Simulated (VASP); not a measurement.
Here is the system:

```yaml
crystal:
  lattice:
    - [3.84703, 0.00000, 0.00000]
    - [0.00000, 3.84703, 0.00000]
    - [0.00000, 0.00000, 3.84703]
  atoms:
    - { symbol: Sr, position: [0.00000, 0.00000, 0.00000] }
    - { symbol: V, position: [0.50000, 0.50000, 0.50000] }
    - { symbol: O, position: [0.50000, 0.00000, 0.50000] }
    - { symbol: O, position: [0.00000, 0.50000, 0.50000] }
    - { symbol: O, position: [0.50000, 0.50000, 0.00000] }
```

Calculation: TPSS meta-GGA, VASP's PBE PAW potentials (set 64) (plane waves; VASP). Run with 520 eV cut-off, 9×9×9 Γ-centred mesh, tetrahedra with Blöchl corrections, potentials Sr_sv V_sv O.

What does the run give for the energy per atom (σ→0), band gap (over mesh and band path) with the smallest direct gap where there is one?

The band gap (over mesh and band path) is none (metal, semimetal or under 0.01 eV) and the energy per atom (σ→0) is -12.431 eV/atom.

The absolute energy has meaning only against runs of the same code, potentials and settings.

The compound is SrVO3 in the cubic perovskite structure. It was relaxed first. The run is not spin-polarised, so no magnetic state was tried. The electron count is odd and the run is not spin-polarised, which forces a metal.
